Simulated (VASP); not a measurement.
Method: PBEsol GGA, VASP's PBE PAW potentials (set 64) (plane waves; VASP).

The input files of a VASP run:

### KPOINTS
```
Automatic mesh
0
Gamma
8 8 8
0 0 0
```

POSCAR:
```
ZnS
1
    0.0000000000     2.7580004090     2.7580004090
    2.6776703000     0.0000000000     2.7580004090
    2.6776703000     2.7580004090     0.0000000000
Zn S
1 1
Direct
  0.0000000000   0.0000000000   0.0000000000
  0.2500000000   0.2500000000   0.2500000000
```

**INCAR**
```
! general
SYSTEM =ZnS
PREC   =Accurate
ENCUT  =480
LREAL  =.FALSE.   ! projection in real space or not
LASPH  =.TRUE.

! electronic loop
EDIFF  =1E-7
NELM   =100
ALGO   =Normal
LMAXMIX=4

! smearing
ISMEAR =0   ! Gaussian
SIGMA  =0.05   ! width (eV)

! functional
GGA    =PS   ! PBEsol

! ions
IBRION =2   ! conjugate gradients
NSW    =30   ! most ionic steps
ISIF   =2   ! forces and stress, cell fixed
EDIFFG =-0.01

! output
LWAVE  =.FALSE.
LCHARG =.FALSE.
```

POTCAR, in this order: Zn S (PBE.64 set). Program: vasp_std.

Problem. Predict the energy per atom (σ→0), pressure, band gap (on the k-mesh).

Solution. 
```
Quantity                           Value
------------------------  --------------
energy per atom (σ→0)     -3.779 eV/atom
band gap (on the k-mesh)         1.77 eV
pressure                       -3.93 GPa
```

File OSZICAR:
```
...
DAV:   7    -0.756039299331E+01    0.14227E-01   -0.30767E-01  1604   0.577E+00    0.242E+00
DAV:   8    -0.755741172367E+01    0.29813E-02   -0.51665E-03  1864   0.703E-01    0.639E-01
DAV:   9    -0.755722534252E+01    0.18638E-03   -0.77395E-04  1860   0.364E-01    0.117E-01
DAV:  10    -0.755731524689E+01   -0.89904E-04   -0.19580E-04  1806   0.193E-01    0.683E-02
DAV:  11    -0.755731442981E+01    0.81708E-06   -0.49005E-05  1864   0.155E-01    0.915E-03
DAV:  12    -0.755731468306E+01   -0.25325E-06   -0.24403E-06  2220   0.324E-02    0.348E-03
DAV:  13    -0.755731475555E+01   -0.72494E-07   -0.67017E-07  1639   0.152E-02
   1 F= -.75573148E+01 E0= -.75573148E+01  d E =-.755731E+01
```

The compound is ZnS in the zinc blende structure. This cell was strained or had an atom moved on purpose.
